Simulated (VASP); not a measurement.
TaN (relaxed from the CsCl structure, space group Pm-3m): computed properties

All values below come from r2SCAN meta-GGA, VASP's PBE PAW potentials (set 64) (plane waves; VASP).

```yaml
space_group: Pm-3m (221)
cell: a = b = c = 2.741 Å, α = β = γ = 90.00°
volume_per_atom: 10.30 Å³/atom
band gap (over mesh and band path): none (metal, semimetal or under 0.01 eV)
density: 15.72 g/cm³
```

```cif
data_NTa
_chemical_formula_sum 'Ta1 N1'
_space_group_name_H-M_alt 'P 1'
_space_group_IT_number 1
_cell_length_a 2.74114
_cell_length_b 2.74114
_cell_length_c 2.74114
_cell_angle_alpha 90.000
_cell_angle_beta 90.000
_cell_angle_gamma 90.000
loop_
_space_group_symop_operation_xyz
  'x, y, z'
loop_
_atom_site_label
_atom_site_type_symbol
_atom_site_fract_x
_atom_site_fract_y
_atom_site_fract_z
_atom_site_occupancy
Ta1 Ta 0.00000 0.00000 0.00000 1
N1 N 0.50000 0.50000 0.50000 1
```

Unless said otherwise, spin-orbit coupling is left out, though it shifts the bands of the heavy elements here.

The structure was generated: TaN was put into the CsCl type (Pm-3m), which need not be its known phase. It was relaxed first, which changed the volume by -13 %. Symmetry was kept, so distortions that lower it aren't found.
